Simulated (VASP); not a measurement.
Given:

```
BaZrO3
1.0
    4.21395     0.00000     0.00000
    0.00000     4.21395     0.00000
    0.00000     0.00000     4.21395
Ba Zr O
1 1 3
Cartesian
  0.00000   0.00000   0.00000
  2.10697   2.10697   2.10697
  2.10697   0.00000   2.10697
  0.00000   2.10697   2.10697
  2.10697   2.10697   0.00000
```

The numbers are results of r2SCAN meta-GGA with spin-orbit coupling, VASP's PBE PAW potentials (set 64) (plane waves; VASP 6.6.1), not measurements. Numerical set-up: 520 eV cut-off, 5×5×5 Γ-centred mesh, Gaussian smearing of 0.050 eV, potentials Ba_sv Zr_sv O.

Give the energies of bands 33 to 46 at the high-symmetry points, in eV from the valence-band maximum.

```
band      Γ      X      M      R
----  -----  -----  -----  -----
33    -0.99  -1.66  -0.99  -2.44
34    -0.99  -1.66  -0.99  -2.44
35    -0.35  -1.65  -0.91  -0.02
36    -0.35  -1.65  -0.91  -0.02
37    -0.23  -0.56  -0.86   0.00
38    -0.23  -0.56  -0.86   0.00
39    -0.23  -0.47  -0.08   0.00
40    -0.23  -0.47  -0.08   0.00
41     3.63   4.08   6.05   6.53
42     3.63   4.08   6.05   6.53
43     3.63   6.07   6.10   6.53
44     3.63   6.07   6.10   6.53
45     3.71   6.14   6.88   6.59
46     3.71   6.14   6.88   6.59
```

The gap is indirect, 3.63 eV, from the valence maximum at R to the conduction minimum at Γ.

The compound is BaZrO3 in the cubic perovskite structure. It was relaxed first.
